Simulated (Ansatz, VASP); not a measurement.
**ZnB: VASP beside Ansatz**

The input INCAR:

```
SYSTEM = ZnB
PREC = Accurate
ENCUT = 600
EDIFF = 1E-7
ISMEAR = 0
SIGMA = 0.1
LREAL = .FALSE.
LASPH = .TRUE.
NELM = 100
ALGO = Normal
ISIF = 3
LWAVE = .FALSE.
LCHARG = .FALSE.
GGA = PE
IBRION = 2
NSW = 100
EDIFFG = -0.01
```

Contents of KPOINTS:

```
regular mesh
0
G
  22 22 16
  0 0 0
```

The input POSCAR:

```
ZnB
1.0
    2.5165063265      0.0000000000      0.0000000000
    0.0000000000      2.5165063265      0.0000000000
    0.0000000000      0.0000000000      3.3459004803
Zn B
1 1
Direct
    0.5000000000      0.5000000000      0.5000000000
    0.0000000000      0.0000000000      0.0000000000
```

Input for Ansatz:

```yaml
crystal:
  lattice:
    - [2.5165063265, 0.0, 0.0]
    - [0.0, 2.5165063265, 0.0]
    - [0.0, 0.0, 3.3459004803]
  atoms:
    - { symbol: Zn, position: [0.5, 0.5, 0.5] }
    - { symbol: B, position: [0.0, 0.0, 0.0] }
basis:
  ecutwfc: 420
kpoints:
  mp_grid: { grid: [22, 22, 16] }
hamiltonian:
  xc: pbe
scf:
  occupations: { method: gaussian, width: 0.1 }
output:
  forces: true
  stress: true
  eigenvalues: true
  write_density: true
  write_potential: true
  elf: true
  volumetric_format: npy
relax:
  adjacent_minimum: "off"
  f_tol: 0.01
  max_steps: 80
  cell: { stress_tol: 0.05 }
```

Change from the starting cell: species swapped into the ZrIr type (P4/mmm, No. 123).

Alike in both runs: task relaxation of cell and atoms; functional PBE; k mesh 22 × 22 × 16; occupations gaussian, width 0.1 eV; no spin polarisation.

|  | VASP | Ansatz |
| --- | --- | --- |
| version | VASP 6.6.1 | Ansatz 0.2.0 |
| potentials or method | VASP PAW PBE potentials, release 64 (Zn, B) | scalar-relativistic, plane waves, PAW |
| plane-wave cutoff (eV) | 600 | 420 |
| valence electrons in the cell | 15 | 15 |

```tsv
	VASP	Ansatz	Ansatz less VASP
gap on the k mesh at the Fermi level, each at its own relaxed structure (eV)	none	none	-
relaxed volume (Å³/atom)	10.69	10.65	-0.041
relaxed cell length with the largest relative difference (Å)	2.509	2.505	-0.0039
energy change over the relaxation (meV/atom)	-2	-2	+0.2
```

A gap of «none» marks a metal or a gap that the smearing closes.
